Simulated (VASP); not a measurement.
Computed with PBEsol GGA, VASP's PBE PAW potentials (set 64) (plane waves; VASP).

VASP ran on this input.

KPOINTS:
```
Automatic mesh
0
Gamma
12 12 12
0 0 0
```

POSCAR:
```
BBi
1
    0.0000000000     2.6038244948     2.6038244948
    2.6038244948     0.0000000000     2.6038244948
    2.6038244948     2.6038244948     0.0000000000
B Bi
1 1
Direct
  0.0000000000   0.0000000000   0.0000000000
  0.5000000000   0.5000000000   0.5000000000
```

**INCAR**
```
! general
SYSTEM  = BBi
PREC    = Accurate
ENCUT   = 620
LREAL   = F
LASPH   = T

! electronic loop
EDIFF   = 1E-6
NELM    = 100
ALGO    = Normal
LMAXMIX = 4

! smearing
ISMEAR  = 1
SIGMA   = 0.1

! functional
GGA     = PS

! ions
IBRION  = 2
NSW     = 40
ISIF    = 3
EDIFFG  = -0.02

! output
LWAVE   = F
LCHARG  = F
```

POTCAR, in this order: B Bi_d (PBE.64 set). Program: vasp_std.

The run wrote:

### OSZICAR
```
       N       E                     dE             d eps       ncg     rms          rms(c)
DAV:   1     0.133391012838E+03    0.13339E+03   -0.11306E+04  1872   0.191E+03
DAV:   2    -0.100331568863E+01   -0.13439E+03   -0.13114E+03  1952   0.403E+02
DAV:   3    -0.919345967254E+01   -0.81901E+01   -0.80136E+01  2387   0.993E+01
DAV:   4    -0.937823128111E+01   -0.18477E+00   -0.18437E+00  2241   0.157E+01
DAV:   5    -0.938434576134E+01   -0.61145E-02   -0.61142E-02  2458   0.269E+00    0.258E+00
DAV:   6    -0.905475929735E+01    0.32959E+00   -0.73809E-01  2451   0.807E+00    0.920E-01
DAV:   7    -0.904662121666E+01    0.81381E-02   -0.10766E-01  2378   0.208E+00    0.453E-01
DAV:   8    -0.904505311578E+01    0.15681E-02   -0.70926E-03  2274   0.124E+00    0.700E-02
DAV:   9    -0.904474325485E+01    0.30986E-03   -0.88886E-04  2602   0.391E-01    0.271E-02
DAV:  10    -0.904473609334E+01    0.71615E-05   -0.15427E-04  2366   0.156E-01    0.971E-03
DAV:  11    -0.904473584905E+01    0.24429E-06   -0.18961E-05  2668   0.539E-02    0.411E-03
DAV:  12    -0.904473485390E+01    0.99514E-06   -0.19846E-06  1662   0.160E-02
   1 F= -.90447349E+01 E0= -.90447976E+01  d E =-.904473E+01
```

**OUTCAR**
```
------------------------ aborting loop because EDIFF is reached ----------------------------------------
  FORCE on cell =-STRESS in cart. coord.  units (eV):
  Direction    XX          YY          ZZ          XY          YZ          ZX
  --------------------------------------------------------------------------------------
  Total        0.0214438      0.0214438      0.0214438     -0.0000000     -0.0000000     -0.0000000
  in kB        0.9730792      0.9730792      0.9730792     -0.0000000     -0.0000000     -0.0000000
  external PRESSURE =       0.9730792 kB  Pullay stress =       0.0000000 kB
  volume of cell :       35.31
      direct lattice vectors                 reciprocal lattice vectors
     0.000000000  2.603824495  2.603824495    -0.192025231  0.192025231  0.192025231
     2.603824495  0.000000000  2.603824495     0.192025231 -0.192025231  0.192025231
     2.603824495  2.603824495  0.000000000     0.192025231  0.192025231 -0.192025231
 POSITION                                       TOTAL-FORCE (eV/Angst)
 -----------------------------------------------------------------------------------
      0.00000      0.00000      0.00000         0.000000     -0.000000      0.000000
      2.60382      2.60382      2.60382        -0.000000      0.000000     -0.000000
 -----------------------------------------------------------------------------------
    total drift:                                0.000000     -0.000000      0.000000
  FREE ENERGIE OF THE ION-ELECTRON SYSTEM (eV)
  ---------------------------------------------------
  free  energy   TOTEN  =        -9.0447348539 eV

  energy  without entropy=       -9.0449231330  energy(sigma->0) =       -9.04479761

 reached required accuracy - stopping structural energy minimisation
```
(Selected blocks of OUTCAR.)

The structure was generated: BBi was put into the rock salt type (Fm-3m), which need not be its known phase. It was relaxed first, which changed the volume by +12 %.
